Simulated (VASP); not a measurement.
Computed with r2SCAN meta-GGA, VASP's PBE PAW potentials (set 64) (plane waves; VASP).

Input for VASP

### POSCAR
```
Ge
1
    3.9956750807     0.0000000100     0.0000000000
   -1.9978370231     3.4603564658     0.0000000000
    0.0000000000     0.0000000000     6.5336241409
Ge
4
Direct
  0.3333330000   0.6666670000   0.0623633856
  0.6666670000   0.3333330000   0.5623633856
  0.6666670000   0.3333330000   0.9376366144
  0.3333330000   0.6666670000   0.4376366144
```

INCAR:
```
! general
SYSTEM  = Ge
PREC    = Accurate
ENCUT   = 400
LREAL   = .FALSE.
LASPH   = .TRUE.

! electronic loop
EDIFF   = 1E-6
NELM    = 100
ALGO    = Normal
LMAXMIX = 4
LMIXTAU = .TRUE.

! smearing
ISMEAR  = 1
SIGMA   = 0.1

! functional
METAGGA = R2SCAN

! ions
IBRION  = 2
NSW     = 60
ISIF    = 3
EDIFFG  = -0.02

! output
LWAVE   = .FALSE.
LCHARG  = .FALSE.
```

File KPOINTS:
```
Automatic mesh
0
Gamma
8 8 5
0 0 0
```

POTCAR, in this order: Ge_d (PBE.64 set). Program: vasp_std.

What VASP printed:

OSZICAR:
```
       N       E                     dE             d eps       ncg     rms          rms(c)
DAV:   1     0.412221017982E+03    0.41222E+03   -0.26495E+04  2302   0.421E+03
DAV:   2     0.152836970191E+02   -0.39694E+03   -0.39092E+03  1980   0.763E+02
DAV:   3    -0.573368926036E+02   -0.72621E+02   -0.72019E+02  2301   0.205E+02
DAV:   4    -0.607204100221E+02   -0.33835E+01   -0.33787E+01  2220   0.539E+01
DAV:   5    -0.607915343855E+02   -0.71124E-01   -0.71110E-01  2382   0.855E+00    0.481E+00
DAV:   6    -0.578279879301E+02    0.29635E+01   -0.61291E-01  2138   0.111E+01    0.266E+00
DAV:   7    -0.524880769966E+02    0.53399E+01   -0.86405E-01  2056   0.709E+00    0.828E-01
DAV:   8    -0.541896121055E+02   -0.17015E+01   -0.30363E-01  2107   0.372E+00    0.528E-01
DAV:   9    -0.550878241203E+02   -0.89821E+00   -0.28944E-01  2039   0.263E+00    0.284E-01
DAV:  10    -0.553941873812E+02   -0.30636E+00   -0.17000E-01  2074   0.278E+00    0.182E-01
DAV:  11    -0.553917461862E+02    0.24412E-02   -0.41505E-03  2347   0.503E-01    0.182E-01
DAV:  12    -0.553911593356E+02    0.58685E-03   -0.56661E-05  2216   0.544E-02    0.183E-01
DAV:  13    -0.553809808669E+02    0.10178E-01   -0.90755E-04  2335   0.172E-01    0.192E-01
DAV:  14    -0.553652728401E+02    0.15708E-01   -0.13646E-03  2262   0.422E-01    0.204E-01
DAV:  15    -0.553009717711E+02    0.64301E-01   -0.48201E-02  1987   0.164E+00    0.164E+00
DAV:  16    -0.553905579655E+02   -0.89586E-01   -0.73158E-02  1984   0.200E+00    0.572E-01
DAV:  17    -0.553855832946E+02    0.49747E-02   -0.61351E-03  2214   0.674E-01    0.241E-01
DAV:  18    -0.553861761414E+02   -0.59285E-03   -0.34921E-04  2160   0.150E-01    0.129E-01
DAV:  19    -0.553927810803E+02   -0.66049E-02   -0.17398E-03  2000   0.273E-01    0.629E-02
DAV:  20    -0.553935754411E+02   -0.79436E-03   -0.15531E-04  2230   0.110E-01    0.100E-01
DAV:  21    -0.553938518642E+02   -0.27642E-03   -0.13613E-04  2225   0.134E-01    0.332E-02
DAV:  22    -0.553939522546E+02   -0.10039E-03   -0.23156E-05  1993   0.447E-02    0.100E-02
DAV:  23    -0.553939580797E+02   -0.58251E-05   -0.47948E-06  1616   0.269E-02    0.536E-03
DAV:  24    -0.553939649816E+02   -0.69019E-05   -0.38185E-06  1519   0.130E-02    0.435E-03
DAV:  25    -0.553939650877E+02   -0.10608E-06   -0.13758E-06  1325   0.129E-02
   1 F= -.55393965E+02 E0= -.55393916E+02  d E =-.553940E+02
       N       E                     dE             d eps       ncg     rms          rms(c)
DAV:   1    -0.555061969535E+02   -0.11223E+00   -0.17419E+00  2397   0.186E+01    0.200E+00
DAV:   2    -0.554309014365E+02    0.75296E-01   -0.19906E-01  2354   0.720E+00    0.112E+00
DAV:   3    -0.553902890787E+02    0.40612E-01   -0.79798E-02  2575   0.401E+00    0.196E-01
DAV:   4    -0.553956596349E+02   -0.53706E-02   -0.22574E-02  2035   0.174E+00    0.115E-01
DAV:   5    -0.553950437399E+02    0.61590E-03   -0.29613E-03  2019   0.467E-01    0.558E-02
DAV:   6    -0.553964289647E+02   -0.13852E-02   -0.99700E-04  1986   0.228E-01    0.211E-02
DAV:   7    -0.553966082914E+02   -0.17933E-03   -0.12138E-04  2045   0.952E-02    0.949E-03
DAV:   8    -0.553965340738E+02    0.74218E-04   -0.71321E-05  1994   0.672E-02    0.215E-03
DAV:   9    -0.553966181073E+02   -0.84034E-04   -0.29219E-05  1558   0.419E-02    0.108E-03
DAV:  10    -0.553966146791E+02    0.34283E-05   -0.15218E-06  1662   0.114E-02    0.430E-04
DAV:  11    -0.553966156865E+02   -0.10074E-05   -0.15019E-07  1031   0.387E-03    0.309E-04
DAV:  12    -0.553966123009E+02    0.33856E-05   -0.10960E-07  1000   0.301E-03    0.181E-04
DAV:  13    -0.553966127904E+02   -0.48953E-06   -0.18254E-08   996   0.129E-03
   2 F= -.55396613E+02 E0= -.55396588E+02  d E =-.264770E-02
       N       E                     dE             d eps       ncg     rms          rms(c)
DAV:   1    -0.554072181816E+02   -0.10606E-01   -0.15772E-01  2397   0.544E+00    0.609E-01
DAV:   2    -0.554002757456E+02    0.69424E-02   -0.18104E-02  2353   0.223E+00    0.341E-01
DAV:   3    -0.553966426667E+02    0.36331E-02   -0.72412E-03  2569   0.124E+00    0.606E-02
DAV:   4    -0.553971021903E+02   -0.45952E-03   -0.20914E-03  2053   0.527E-01    0.355E-02
DAV:   5    -0.553969467914E+02    0.15540E-03   -0.29089E-04  2035   0.142E-01    0.177E-02
DAV:   6    -0.553971453501E+02   -0.19856E-03   -0.96648E-05  1986   0.707E-02    0.632E-03
DAV:   7    -0.553971274418E+02    0.17908E-04   -0.10756E-05  1533   0.280E-02    0.264E-03
DAV:   8    -0.553971459817E+02   -0.18540E-04   -0.76917E-06  1516   0.219E-02    0.703E-04
DAV:   9    -0.553971353598E+02    0.10622E-04   -0.29311E-06  1504   0.135E-02    0.434E-04
DAV:  10    -0.553971369633E+02   -0.16035E-05   -0.14830E-07  1047   0.413E-03    0.165E-04
DAV:  11    -0.553971367871E+02    0.17625E-06   -0.25098E-08   998   0.168E-03
   3 F= -.55397137E+02 E0= -.55397099E+02  d E =-.317170E-02
       N       E                     dE             d eps       ncg     rms          rms(c)
DAV:   1    -0.553988327601E+02   -0.16958E-02   -0.15446E-01  2319   0.299E+00    0.226E-01
DAV:   2    -0.553980926611E+02    0.74010E-03   -0.43428E-03  2463   0.102E+00    0.137E-01
DAV:   3    -0.553975055542E+02    0.58711E-03   -0.14971E-03  3027   0.496E-01    0.182E-02
DAV:   4    -0.553976348170E+02   -0.12926E-03   -0.57825E-04  2005   0.291E-01    0.136E-02
DAV:   5    -0.553976225956E+02    0.12221E-04   -0.54357E-05  2097   0.573E-02    0.934E-03
DAV:   6    -0.553976216513E+02    0.94437E-06   -0.67772E-05  2000   0.517E-02    0.173E-03
DAV:   7    -0.553976370005E+02   -0.15349E-04   -0.35531E-05  1926   0.360E-02    0.134E-03
DAV:   8    -0.553976441267E+02   -0.71262E-05   -0.99341E-07  1362   0.904E-03    0.767E-04
DAV:   9    -0.553976402463E+02    0.38803E-05   -0.11928E-07  1044   0.282E-03    0.367E-04
DAV:  10    -0.553976439357E+02   -0.36894E-05   -0.85764E-08  1005   0.290E-03    0.669E-05
DAV:  11    -0.553976435035E+02    0.43217E-06   -0.77358E-09   993   0.983E-04
   4 F= -.55397644E+02 E0= -.55397615E+02  d E =-.506716E-03
```

File OUTCAR:
```
------------------------ aborting loop because EDIFF is reached ----------------------------------------
  FORCE on cell =-STRESS in cart. coord.  units (eV):
  Direction    XX          YY          ZZ          XY          YZ          ZX
  --------------------------------------------------------------------------------------
  Total       -0.0359574     -0.0359575      0.0104356     -0.0000000     -0.0000000      0.0000000
  in kB       -0.6330644     -0.6330645      0.1837276     -0.0000001     -0.0000000      0.0000000
  external PRESSURE =      -0.3608004 kB  Pullay stress =       0.0000000 kB
  volume of cell :       91.00
      direct lattice vectors                 reciprocal lattice vectors
     3.993630242  0.000000010  0.000000000     0.250398745  0.144567731  0.000000000
    -1.996814604  3.458585583  0.000000000    -0.000000001  0.289135537 -0.000000000
    -0.000000000  0.000000000  6.588478924    -0.000000000 -0.000000000  0.151780102
 POSITION                                       TOTAL-FORCE (eV/Angst)
 -----------------------------------------------------------------------------------
     -0.00000      2.30572      0.41374         0.000000      0.000000      0.010260
      1.99682      1.15286      3.70798        -0.000000     -0.000000      0.010260
      1.99682      1.15286      6.17474        -0.000000      0.000000     -0.010260
     -0.00000      2.30572      2.88050         0.000000      0.000000     -0.010260
 -----------------------------------------------------------------------------------
    total drift:                               -0.001345      0.000777     -0.000304
  FREE ENERGIE OF THE ION-ELECTRON SYSTEM (eV)
  ---------------------------------------------------
  free  energy   TOTEN  =       -55.3976435035 eV

  energy  without entropy=      -55.3975591165  energy(sigma->0) =      -55.39761537

 reached required accuracy - stopping structural energy minimisation
```
(Selected blocks of OUTCAR.)

**CONTCAR**
```
Ge
   1.00000000000000
     3.9936302419539444    0.0000000096836001    0.0000000000000000
    -1.9968146042612600    3.4585855831262333    0.0000000000000000
    -0.0000000000000000    0.0000000000000000    6.5884789235797925
  Ge
     4
Direct
     0.3333330000000032    0.6666669999999968    0.0627970687364803
     0.6666669999999968    0.3333330000000032    0.5627970687364803
     0.6666669999999968    0.3333330000000032    0.9372029312635197
     0.3333330000000032    0.6666669999999968    0.4372029312635197
```

The structure was generated: Ge was put into the lonsdaleite type (P6_3/mmc), which need not be its known phase. This run relaxes it. Symmetry was kept, so distortions that lower it aren't found. The start is the result of an earlier pass.
